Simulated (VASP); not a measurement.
Here is the system:

```
CELL_PARAMETERS angstrom
      0.00000     2.76290     2.76290
      2.76290     0.00000     2.76290
      2.76290     2.76290     0.00000
ATOMIC_POSITIONS crystal
  Cd 0.00000 0.00000 0.00000
  F  0.25000 0.25000 0.25000
  F  0.75000 0.75000 0.75000
```

All values below come from revTPSS meta-GGA, VASP's PBE PAW potentials (set 64) (plane waves; VASP 6.6.1). Run with 520 eV cut-off, 7×7×7 Γ-centred mesh, Gaussian smearing of 0.050 eV, potentials Cd F.

**Question.** Give the stress tensor in GPa (positive for a compressed cell).

**Answer.** 
```
-5.30   0.00   0.00
 0.00  -5.30   0.00
 0.00   0.00  -5.30
```
The pressure is its mean diagonal, -5.30 GPa.

The compound is CdF2 in the fluorite structure. This cell is one point of a volume scan, at 1.06 of the reference volume.
